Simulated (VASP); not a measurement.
# ZnSe (Stilleite): structure and properties in VASP, part 2 of 2

Aim: relax ZnSe (Stilleite), then compute properties on the relaxed cell. The start is a cell from a database of measured crystal structures.

VASP 6.6.1, plane waves and PAW; the level of theory is named at each step.

So far, gap on the k-mesh (eV): 1.15 in steps 2, 6 and 7. The relaxed cell has a = 5.735 Å (conventional setting).

## Step 8: Band structure (PBE + SOC)

This step: PBE, spin-orbit coupling; plane waves and PAW (Zn, Se) (VASP 6.6.1).

Levels along the symmetry lines show where the bands peak and cross; KPOINTS_OPT computes them in the converged potential. Spin-orbit coupling needs spinors and the noncollinear program, where each band holds one electron.

File INCAR:

```
SYSTEM = ZnSe
PREC = Accurate
ENCUT = 400
EDIFF = 1E-06
NELM = 100
ISMEAR = 0
SIGMA = 0.05
LREAL = .FALSE.
ALGO = Normal
GGA = PE
LNONCOLLINEAR = .TRUE.
MAGMOM = 0 0 0 0 0 0
NBANDS = 30
GGA_COMPAT = .FALSE.
LASPH = .TRUE.
LSORBIT = .TRUE.
LORBIT = 11
LWAVE = .FALSE.
LCHARG = .FALSE.
KPAR = 2
```

File POSCAR:

```
ZnSe
1.0
    0.0000000000      2.8675528976      2.8675528976
    2.8675528976      0.0000000000      2.8675528976
    2.8675528976      2.8675528976      0.0000000000
Zn Se
1 1
Direct
    0.0000000000      0.0000000000      0.0000000000
    0.2500000000      0.2500000000      0.2500000000
```

File KPOINTS:

```
Automatic mesh
0
Gamma
6 6 6
0 0 0
```

File KPOINTS_OPT:

```
Line mode
16
Line-mode
Reciprocal
  0.00000000   0.00000000   0.00000000 GAMMA
  0.50000000   0.00000000   0.50000000 X

  0.50000000   0.00000000   0.50000000 X
  0.50000000   0.25000000   0.75000000 W

  0.50000000   0.25000000   0.75000000 W
  0.37500000   0.37500000   0.75000000 K

  0.37500000   0.37500000   0.75000000 K
  0.00000000   0.00000000   0.00000000 GAMMA

  0.00000000   0.00000000   0.00000000 GAMMA
  0.50000000   0.50000000   0.50000000 L

  0.50000000   0.50000000   0.50000000 L
  0.62500000   0.25000000   0.62500000 U

  0.62500000   0.25000000   0.62500000 U
  0.50000000   0.25000000   0.75000000 W

  0.50000000   0.25000000   0.75000000 W
  0.50000000   0.50000000   0.50000000 L

  0.50000000   0.50000000   0.50000000 L
  0.37500000   0.37500000   0.75000000 K

  0.62500000   0.25000000   0.62500000 U
  0.50000000   0.00000000   0.50000000 X
```

PAW data sets: Zn and Se (PBE family, release 64).

Launch:

```
$ mpirun -np 2 vasp_ncl
```

It took 50 s on 2 MPI ranks of Intel Xeon 6975P-C (Granite Rapids), shared host; peak memory 0.52 GiB.

LASPH is switched on together with spin-orbit coupling, so the change from the scalar run holds both.

Numbers from this step:

- SCF cycles: 14
- bands: 30
- irreducible k-points: 22
- free energy (TOTEN): -6.049 eV
- Fermi energy: 1.718 eV
- pressure: -0.06268 GPa
- least gap on mesh and path: 1.021 eV
- least direct gap on mesh and path: 1.021 eV

On-site spin-orbit energy by atom:

| atom | on-site spin-orbit energy (eV) |
| --- | --- |
| Zn1 | -0.0085 |
| Se2 | -0.0370 |

The electronic bands at the labelled points (eV, zero at the valence-band top; v1 is the highest filled band, c1 the lowest empty one):

| point | v4 | v3 | v2 | v1 | c1 | c2 | c3 | c4 |
| --- | --- | --- | --- | --- | --- | --- | --- | --- |
| Γ | 0.00 | 0.00 | 0.00 | 0.00 | 1.02 | 1.02 | 5.59 | 5.59 |
| 0.53 of the way | -1.49 | -1.49 | -1.31 | -1.31 | 3.70 | 3.70 | 3.85 | 3.85 |
| X | -2.27 | -2.27 | -2.10 | -2.10 | 2.94 | 2.94 | 3.33 | 3.33 |
| 0.53 of the way | -2.61 | -2.49 | -2.40 | -2.39 | 3.89 | 3.91 | 4.16 | 4.24 |
| W | -2.86 | -2.68 | -2.61 | -2.60 | 5.14 | 5.34 | 5.35 | 5.39 |
| 0.47 of the way | -3.01 | -2.89 | -2.23 | -2.18 | 4.24 | 4.29 | 5.35 | 5.46 |
| K | -3.11 | -2.99 | -1.81 | -1.81 | 3.47 | 3.48 | 5.34 | 5.44 |
| 0.47 of the way | -1.98 | -1.89 | -0.66 | -0.65 | 3.60 | 3.68 | 5.88 | 5.96 |
| Γ | 0.00 | 0.00 | 0.00 | 0.00 | 1.02 | 1.02 | 5.59 | 5.59 |
| 0.47 of the way | -0.65 | -0.65 | -0.42 | -0.41 | 2.51 | 2.51 | 6.17 | 6.17 |
| L | -1.06 | -1.06 | -0.83 | -0.83 | 2.35 | 2.35 | 6.23 | 6.23 |
| 0.47 of the way | -2.16 | -2.10 | -1.25 | -1.25 | 3.48 | 3.53 | 5.67 | 5.70 |
| U | -3.11 | -2.99 | -1.81 | -1.81 | 3.47 | 3.48 | 5.34 | 5.44 |
| 0.47 of the way | -3.03 | -2.91 | -2.15 | -2.11 | 4.08 | 4.12 | 5.35 | 5.46 |
| W | -2.86 | -2.68 | -2.61 | -2.60 | 5.14 | 5.34 | 5.35 | 5.39 |
| 0.53 of the way | -2.36 | -2.27 | -1.45 | -1.41 | 3.83 | 3.90 | 5.48 | 5.48 |
| L | -1.06 | -1.06 | -0.83 | -0.83 | 2.35 | 2.35 | 6.23 | 6.23 |
| 0.53 of the way | -2.38 | -2.31 | -1.33 | -1.33 | 3.60 | 3.65 | 5.68 | 5.73 |
| K | -3.11 | -2.99 | -1.81 | -1.81 | 3.47 | 3.48 | 5.34 | 5.44 |
| jump to U | -3.11 | -2.99 | -1.81 | -1.81 | 3.47 | 3.48 | 5.34 | 5.44 |
| 0.53 of the way | -2.56 | -2.49 | -2.09 | -2.08 | 3.15 | 3.16 | 3.80 | 3.86 |
| X | -2.27 | -2.27 | -2.10 | -2.10 | 2.94 | 2.94 | 3.33 | 3.33 |

Of the projections kept (Zn, Se), the largest for each band there; the rest of the weight can lie on other orbitals:

```csv
point,v4,v3,v2,v1,c1,c2,c3,c4
Γ,Se 0.80,Se 0.80,Se 0.80,Se 0.80,Zn 0.57,Zn 0.57,Zn 0.74,Zn 0.74
X,Se 0.76,Se 0.76,Se 0.75,Se 0.75,Zn 0.65,Zn 0.65,Zn 0.64,Zn 0.64
W,Se 0.68,Se 0.68,Se 0.75,Se 0.72,Se 0.54,Se 0.54,Se 0.69,Se 0.66
K,Se 0.69,Se 0.69,Se 0.75,Se 0.75,Zn 0.64,Zn 0.64,Se 0.58,Se 0.59
Γ,Se 0.80,Se 0.80,Se 0.80,Se 0.80,Zn 0.57,Zn 0.57,Zn 0.74,Zn 0.74
L,Se 0.76,Se 0.76,Se 0.77,Se 0.77,Zn 0.66,Zn 0.66,Zn 0.65,Zn 0.65
```

The gap moves by -0.12 eV against PBE, which ran on another mesh.

## Step 9: Starting orbitals for the hybrid

This step: PBE; plane waves and PAW (Zn, Se) (VASP 6.6.1).

A hybrid converges badly from random orbitals, so a cheap semilocal run writes a WAVECAR on the same mesh first.

File INCAR:

```
SYSTEM = ZnSe
PREC = Accurate
ENCUT = 400
EDIFF = 1E-05
NELM = 100
ISMEAR = 0
SIGMA = 0.05
LREAL = .FALSE.
ALGO = Normal
GGA = PE
NBANDS = 15
LORBIT = 11
LWAVE = .TRUE.
LCHARG = .FALSE.
KPAR = 2
```

POSCAR is that of step 8.

File KPOINTS:

```
Automatic mesh
0
Gamma
4 4 4
0 0 0
```

Launch:

```
$ mpirun -np 2 vasp_std
```

Wall time 2 s (2 MPI ranks); peak memory 0.27 GiB.

A gap read on the k-mesh alone can miss the band edges.

This step gave:

```yaml
scf_cycles: 12
bands: 15
irreducible_k_points: 8
free_energy_toten: -5.966 eV
fermi_energy: 1.642 eV
pressure: 0.1680 GPa
gap_on_the_k_mesh: 1.133 eV
least_direct_gap_on_the_k_mesh: 1.133 eV
```

## Step 10: Band structure (HSE06)

This step: HSE06; plane waves and PAW (Zn, Se) (VASP 6.6.1).

HSE06 mixes in a quarter of exact exchange at short range, at far higher cost; in semiconductors this cures much of the gap error, while metals seldom gain.

File INCAR:

```
SYSTEM = ZnSe
PREC = Accurate
ENCUT = 400
EDIFF = 1E-06
NELM = 100
ISMEAR = 0
SIGMA = 0.05
LREAL = .FALSE.
ALGO = Normal
LHFCALC = .TRUE.
AEXX = 0.25
GGA = PE
HFSCREEN = 0.2
LASPH = .TRUE.
NBANDS = 15
PRECFOCK = Fast
LORBIT = 11
LWAVE = .FALSE.
LCHARG = .FALSE.
KPAR = 2
```

POSCAR is that of step 9.

KPOINTS is that of step 9.

KPOINTS_OPT, as its differences from that of step 8:

```diff
@@ -1,3 +1,3 @@
 Line mode
-16
+6
 Line-mode
```

The run starts from files that an earlier step left in the folder.

Launch:

```
$ mpirun -np 2 vasp_std
```

Wall time 2.3 min (2 MPI ranks); peak memory 0.49 GiB.

The k-mesh is coarse for exact exchange; levels may shift by about 0.1 eV on a finer one. The PAW data sets were made with PBE, which is usual practice but a small mismatch for other functionals.

Numbers from this step:

| Item | Value |
| --- | --- |
| SCF cycles | 10 |
| free energy (TOTEN) | -7.395 eV |
| Fermi energy | 0.8977 eV |
| least gap on mesh and path | 2.284 eV |
| least direct gap on mesh and path | 2.284 eV |

The electronic bands at the labelled points (eV, zero at the valence-band top; v1 is the highest filled band, c1 the lowest empty one):

```csv
point,v4,v3,v2,v1,c1,c2,c3,c4
Γ,-7.79,0.00,0.00,0.00,2.28,6.96,6.96,6.96
0.60 of the way,-7.76,-3.58,-1.55,-1.55,4.67,5.06,9.62,9.99
X,-7.58,-4.95,-2.18,-2.18,3.95,4.52,11.92,12.57
0.60 of the way,-7.51,-4.82,-2.61,-2.47,5.20,5.69,9.83,10.04
W,-7.48,-4.74,-2.83,-2.61,6.45,6.72,8.13,8.78
0.60 of the way,-7.50,-4.78,-3.05,-2.04,5.11,6.71,9.30,9.76
K,-7.51,-4.80,-3.11,-1.78,4.61,6.69,10.17,10.51
0.40 of the way,-7.74,-3.99,-2.23,-0.72,5.16,7.43,7.57,8.24
Γ,-7.79,0.00,0.00,0.00,2.28,6.96,6.96,6.96
0.40 of the way,-7.79,-2.39,-0.33,-0.33,3.70,7.17,7.48,7.48
L,-7.62,-5.30,-0.86,-0.86,3.60,7.51,7.51,9.66
0.40 of the way,-7.59,-5.12,-1.84,-1.12,4.59,6.91,8.20,9.67
U,-7.51,-4.80,-3.11,-1.78,4.61,6.69,10.17,10.51
0.40 of the way,-7.50,-4.78,-3.05,-2.04,5.11,6.71,9.30,9.76
W,-7.48,-4.74,-2.83,-2.61,6.45,6.72,8.13,8.78
0.60 of the way,-7.58,-5.07,-2.03,-1.24,4.89,6.72,8.40,9.67
L,-7.62,-5.30,-0.86,-0.86,3.60,7.51,7.51,9.66
0.60 of the way,-7.56,-4.94,-2.55,-1.36,4.93,7.04,8.96,9.27
K,-7.51,-4.80,-3.11,-1.78,4.61,6.69,10.17,10.51
jump to U,-7.51,-4.80,-3.11,-1.78,4.61,6.69,10.17,10.51
0.40 of the way,-7.54,-4.88,-2.69,-2.03,4.31,5.38,10.94,11.53
X,-7.58,-4.95,-2.18,-2.18,3.95,4.52,11.92,12.57
```

Of the projections kept (Zn, Se), the largest for each band there; the rest of the weight can lie on other orbitals:

```
point       v4       v3       v2       v1       c1       c2       c3       c4
    Γ  Zn 1.00  Se 0.82  Se 0.82  Se 0.82  Zn 0.55  Zn 0.73  Zn 0.73  Zn 0.73
    X  Zn 0.97  Zn 0.53  Se 0.78  Se 0.78  Zn 0.64  Zn 0.66  Se 0.79  Zn 0.52
    W  Zn 0.96  Zn 0.50  Se 0.73  Se 0.76  Se 0.70  Se 0.52  Zn 0.67  Zn 0.51
    K  Zn 0.97  Zn 0.50  Se 0.74  Se 0.78  Zn 0.65  Se 0.57  Se 0.68  Se 0.51
    Γ  Zn 1.00  Se 0.82  Se 0.82  Se 0.82  Zn 0.55  Zn 0.73  Zn 0.73  Zn 0.73
    L  Zn 0.98  Se 0.58  Se 0.79  Se 0.79  Zn 0.66  Zn 0.64  Zn 0.64  Se 0.78
```

The gap moves by +1.14 eV against PBE, which ran on another mesh.

## Step 11: Band structure (TB-mBJ)

This step: TB-mBJ; plane waves and PAW (Zn, Se) (VASP 6.6.1).

Levels along the symmetry lines show where the bands peak and cross; KPOINTS_OPT computes them in the converged potential. TB-mBJ is a local potential fitted to gaps: it costs far less than a hybrid but gives no energy.

File INCAR:

```
SYSTEM = ZnSe
PREC = Accurate
ENCUT = 400
EDIFF = 1E-06
NELM = 150
ISMEAR = 0
SIGMA = 0.05
LREAL = .FALSE.
ALGO = Normal
METAGGA = MBJ
LASPH = .TRUE.
NBANDS = 21
LORBIT = 11
LWAVE = .FALSE.
LCHARG = .FALSE.
KPAR = 2
```

POSCAR is that of step 10.

File KPOINTS:

```
Automatic mesh
0
Gamma
7 7 7
0 0 0
```

KPOINTS_OPT, as its differences from that of step 10:

```diff
@@ -1,3 +1,3 @@
 Line mode
-6
+16
 Line-mode
```

Launch:

```
$ mpirun -np 2 vasp_std
```

The job ended after 27 s (2 MPI ranks; peak memory 0.32 GiB; 53 s of CPU time).

This functional is a potential without an energy, so its energies, forces and stress mean nothing and are not read.

This step gave:

| Quantity | Value |
| --- | --- |
| SCF cycles | 39 |
| bands | 21 |
| irreducible k-points | 20 |
| Fermi energy | 1.834 eV |
| least gap on mesh and path | 2.644 eV |
| least direct gap on mesh and path | 2.644 eV |

The electronic bands at the labelled points (eV, zero at the valence-band top; v1 is the highest filled band, c1 the lowest empty one):

```csv
point,v4,v3,v2,v1,c1,c2,c3,c4
Γ,-5.69,0.00,0.00,0.00,2.64,6.67,6.67,6.68
0.53 of the way,-5.67,-2.53,-1.13,-1.13,4.82,5.01,8.95,8.98
X,-5.55,-4.07,-1.86,-1.86,4.02,4.41,11.53,12.19
0.53 of the way,-5.50,-4.01,-2.14,-2.06,4.90,5.24,9.83,9.84
W,-5.46,-3.95,-2.37,-2.21,6.19,6.31,7.94,8.41
0.47 of the way,-5.48,-3.97,-2.53,-1.86,5.29,6.37,8.58,9.08
K,-5.49,-4.00,-2.62,-1.52,4.57,6.35,9.68,9.93
0.47 of the way,-5.67,-2.96,-1.56,-0.48,4.90,6.91,7.37,7.62
Γ,-5.69,0.00,0.00,0.00,2.64,6.67,6.67,6.68
0.47 of the way,-5.69,-2.32,-0.36,-0.36,3.88,7.20,7.22,7.22
L,-5.58,-4.49,-0.73,-0.73,3.71,7.12,7.12,9.58
0.47 of the way,-5.55,-4.27,-1.72,-1.01,4.70,6.62,7.96,9.17
U,-5.49,-4.00,-2.62,-1.52,4.57,6.35,9.68,9.93
0.47 of the way,-5.48,-3.98,-2.55,-1.79,5.14,6.36,8.74,9.22
W,-5.46,-3.95,-2.37,-2.21,6.19,6.31,7.94,8.41
0.53 of the way,-5.54,-4.21,-1.90,-1.16,5.03,6.40,8.11,9.26
L,-5.58,-4.49,-0.73,-0.73,3.71,7.12,7.12,9.58
0.53 of the way,-5.55,-4.21,-1.93,-1.08,4.80,6.66,8.20,9.02
K,-5.49,-4.00,-2.62,-1.52,4.57,6.35,9.68,9.93
jump to U,-5.49,-4.00,-2.62,-1.52,4.57,6.35,9.68,9.93
0.53 of the way,-5.53,-4.05,-2.14,-1.78,4.24,4.87,10.77,11.32
X,-5.55,-4.07,-1.86,-1.86,4.02,4.41,11.53,12.19
```

Of the projections kept (Zn, Se), the largest for each band there; the rest of the weight can lie on other orbitals:

```
point       v4       v3       v2       v1       c1       c2       c3       c4
    Γ  Zn 1.00  Se 0.80  Se 0.80  Se 0.80  Zn 0.54  Zn 0.69  Zn 0.69  Zn 0.69
    X  Zn 0.98  Zn 0.55  Se 0.78  Se 0.78  Zn 0.60  Zn 0.65  Se 0.78  Zn 0.52
    W  Zn 0.97  Se 0.54  Se 0.69  Se 0.78  Se 0.69  Se 0.51  Zn 0.62  Se 0.53
    K  Zn 0.97  Se 0.53  Se 0.72  Se 0.77  Zn 0.63  Se 0.57  Se 0.69  Se 0.55
    Γ  Zn 1.00  Se 0.80  Se 0.80  Se 0.80  Zn 0.54  Zn 0.69  Zn 0.69  Zn 0.69
    L  Zn 0.98  Se 0.64  Se 0.78  Se 0.78  Zn 0.64  Zn 0.61  Zn 0.61  Se 0.78
```

The gap moves by +1.50 eV against PBE.

## Step 12: Bands along the symmetry lines (PBE), changed input

This step: PBE; plane waves and PAW (Zn, Se) (VASP 6.6.1).

The mesh alone shows little of the dispersion and can miss band extrema, so KPOINTS_OPT adds a path through the symmetry points after the self-consistent cycle. Some settings are moved from the usual, to see what they do.

File INCAR:

```
SYSTEM = ZnSe
PREC = Accurate
ENCUT = 400
EDIFF = 1E-06
NELM = 100
ISMEAR = 0
SIGMA = 0.05
LREAL = .FALSE.
ALGO = Normal
GGA = PE
NBANDS = 33
LORBIT = 11
LWAVE = .FALSE.
LCHARG = .FALSE.
KPAR = 2
NELECT = 17
ISYM = 3
```

POSCAR is that of step 11.

KPOINTS is that of step 11.

KPOINTS_OPT is that of step 11.

Launch:

```
$ mpirun -np 2 vasp_std
```

The job ended after 4.2 s (2 MPI ranks).

The run ended with an error.

VASP's message: “internal error in CHECK_FULL_KPOINTS: KPOINTS_FULL not properly initialised”. No number of this run is used.

ISYM = 3 is meant for hybrids and fails here together with this job; the default ISYM avoids it.

NELECT differs from the neutral count, so the cell is charged against a uniform background: another system, not a numerical setting.

## Step 13: Outcome

| Quantity | Value |
| --- | --- |
| relaxed volume | 23.58 Å³/atom |
| relaxed conventional cell a, b, c | 5.735, 5.735, 5.735 Å |
| space group after relaxing, within 0.02 Å | F-43m (No. 216) |
| band gap | 1.15 eV, direct |
| gap among the points of the DOS mesh alone, an upper bound | 1.15 eV |
| strongest peak of ε2, mean over directions | 5.24 eV |
| ε1 at zero frequency, no local fields, mean | 7.96 |
| band gap (PBE + SOC) | 1.02 eV, direct |
| band gap (HSE06) | 2.28 eV, direct |
| band gap (TB-mBJ) | 2.64 eV, direct |

With PBE, ZnSe (Stilleite) relaxes to 23.58 Å³/atom in space group F-43m (held by the symmetry of the run) and has a direct gap of 1.15 eV (2.28 eV with HSE06). Against the listed cell the volume lies +3.6 %. Not obtained: bands along the symmetry lines (PBE), changed input, because the run crashed. Band structure (PBE): On this path the gap is direct, 1.15 eV, with the valence top at Γ and the conduction bottom at Γ. Band structure (PBE + SOC): The path shows a direct gap of 1.02 eV (valence top at Γ, conduction bottom at Γ). Band structure (HSE06): The path shows a direct gap of 2.28 eV (valence top at Γ, conduction bottom at Γ). Band structure (TB-mBJ): On this path the gap is direct, 2.64 eV, with the valence top at Γ and the conduction bottom at Γ. The other levels ran on the cell relaxed with PBE, and without spin-orbit coupling unless named. LASPH was switched on together with spin-orbit coupling, so shifts put down to the coupling hold both changes. Semilocal functionals usually underestimate gaps. No search among competing phases was made, and a listed structure need not be the one stable at ambient conditions. All values are for a static lattice at zero temperature.

[Lines on the potential files, build, host, timing and source positions are cut from VASP's logs without a mark.]

[Logs are printed without paths, hosts, clocks, repeated set-up lines and the standing remarks that a program may print on its own settings, such as how far it seeks lower states.]

[Hosts, paths, dates, database ids (printed as entryN), source tags and the programs' standing remarks are cut or masked in the printed files.]

[A measured line is paired with the nearest computed mode of its activity, which favours agreement.]
